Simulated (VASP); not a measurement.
Set up this calculation in VASP 6.6.1, as the native input.

```yaml
Task: relaxation of cell and atoms
Functional: PBE
Potentials_or_basis: VASP PAW PBE potentials, release 64 (Ti_sv, Ru_pv, C)
Cutoff: 520 eV
k_mesh: 5 × 5 × 5
Occupations: gaussian, width 0.15 eV
Spin: no spin polarisation
Further_INCAR_settings: PREC = Normal; ALGO = Fast; EDIFF = 0.0001; IBRION = 2; EDIFFG = -0.08; NSW = 24; ISIF = 3
```

The structure of Ti2RuC3 lies in POSCAR:

```
Ti2RuC3
1.0
    1.9343523200     -5.9898527300      0.0000000000
    1.9343523200      5.9898527300      0.0000000000
    0.0000000000      0.0000000000      3.5577500900
Ti Ru C
2 1 3
Direct
    0.6578390000      0.3421610000      0.0000000000
    0.3421610000      0.6578390000      0.0000000000
    0.0000000000      0.0000000000      0.5000000000
    0.8206539900      0.1793460100      0.0000000000
    0.5000000000      0.5000000000      0.0000000000
    0.1793460100      0.8206539900      0.0000000000
```

The cell was built by a generator and needn't be a form met in nature.

One way to write it, as run:

INCAR

```
SYSTEM = Ti2RuC3
PREC = Normal
ENCUT = 520
EDIFF = 1E-4
ISMEAR = 0
SIGMA = 0.15
LREAL = .False.
LASPH = .True.
NELM = 60
ALGO = Fast
ISIF = 3
LWAVE = .False.
LCHARG = .False.
GGA = PE
IBRION = 2
NSW = 24
EDIFFG = -0.08
```

KPOINTS

```
regular mesh
0
Gamma
  5 5 5
  0 0 0
```

Potentials or basis: VASP PAW PBE potentials, release 64 (Ti_sv, Ru_pv, C).

The run is started by

```console
$ cat potpaw_PBE.64/Ti_sv/POTCAR potpaw_PBE.64/Ru_pv/POTCAR potpaw_PBE.64/C/POTCAR > POTCAR
$ mpirun -np 1 vasp_std > vasp.out
```

Results of the run:

- Relaxed volume: 11.36 Å³/atom
- Relaxed cell: a = 6.238 Å, b = 6.238 Å, c = 2.779 Å, α = 90.00°, β = 90.00°, γ = 140.92°
- Space group after relaxing (to 0.05 Å): Cmmm (No. 65)
- Energy gained by relaxing: 527.7 meV/atom
- Ionic steps: 13
- Pressure after relaxing: 0.3 GPa
- Largest force after relaxing: 0.045 eV/Å
- Band gap on the k mesh: none (metal or under the smearing width)

Caveat: the volume moved by over 15 % at a fixed basis, so the end points are rough; the relaxation stopped at a loose force limit of 0.08 eV/Å, so its end isn't a converged minimum.

Run time: 6.2 min on 1 thread of AMD EPYC 9R45 96-Core Processor (Zen 5), on a shared host, peak memory 0.19 GiB.
